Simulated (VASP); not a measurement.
A convergence study with VASP on PbTe (rock salt): one setting is varied, all else stays as given below, so the limit is that of these other settings. Each run relaxes cell and ions from the cell shown. The basis is that of the starting cell, so low cut-offs carry a Pulay error.

```xyz
2
Lattice="0.0000 3.2300 3.2300 3.2300 0.0000 3.2300 3.2300 3.2300 0.0000" Properties=species:S:1:pos:R:3 pbc="T T T"
Te     3.2300     3.2300     3.2300
Pb     0.0000     0.0000     0.0000
```

Computed with PBEsol GGA, VASP's PBE PAW potentials (set 64) (plane waves; VASP). The tightest run used: 700 eV cut-off, 6×6×6 Γ-centred mesh, Gaussian smearing of 0.050 eV, potentials Te Pb_d.

Unless said otherwise, spin-orbit coupling is left out, though it shifts the bands of the heavy elements here. Gaps are read on the run's mesh, which can miss a band edge.

Problem. The settings run are ENCUT = 200; ENCUT = 250; ENCUT = 300; ENCUT = 350; ENCUT = 400; ENCUT = 450; ENCUT = 500; ENCUT = 550; ENCUT = 600; ENCUT = 650; ENCUT = 700. From which on does the relaxed volume stay within 0.1 Å³/atom of the tightest run?

Solution. From ENCUT = 400 on: it is off by 0.020 there and by no more than 0.1 in any finer run, while ENCUT = 350 is off by 0.169.
| setting | relaxed volume (Å³/atom) | E (eV/atom) | gap on the mesh (eV) | plane waves | difference judged (Å³/atom) |
|---|---|---|---|---|---|
| ENCUT = 200 | 30.651 | -4.1709 | 0.440 | 444 | 2.799 |
| ENCUT = 250 | 33.406 | -4.1307 | 0.648 | 620 | 0.043 |
| ENCUT = 300 | 33.221 | -4.1315 | 0.636 | 821 | 0.229 |
| ENCUT = 350 | 33.280 | -4.1302 | 0.639 | 1018 | 0.169 |
| ENCUT = 400 | 33.430 | -4.1301 | 0.649 | 1243 | 0.020 |
| ENCUT = 450 | 33.448 | -4.1301 | 0.650 | 1476 | 0.002 |
| ENCUT = 500 | 33.427 | -4.1301 | 0.649 | 1724 | 0.023 |
| ENCUT = 550 | 33.431 | -4.1301 | 0.649 | 1994 | 0.019 |
| ENCUT = 600 | 33.447 | -4.1301 | 0.650 | 2272 | 0.003 |
| ENCUT = 650 | 33.453 | -4.1301 | 0.651 | 2637 | 0.003 |
| ENCUT = 700 | 33.450 | -4.1301 | 0.650 | 2874 | 0.000 |

Left out are rungs that failed or repeat a setting and relaxations that didn't move; long series are thinned to 24 rows.

The compound is PbTe in the rock salt structure.
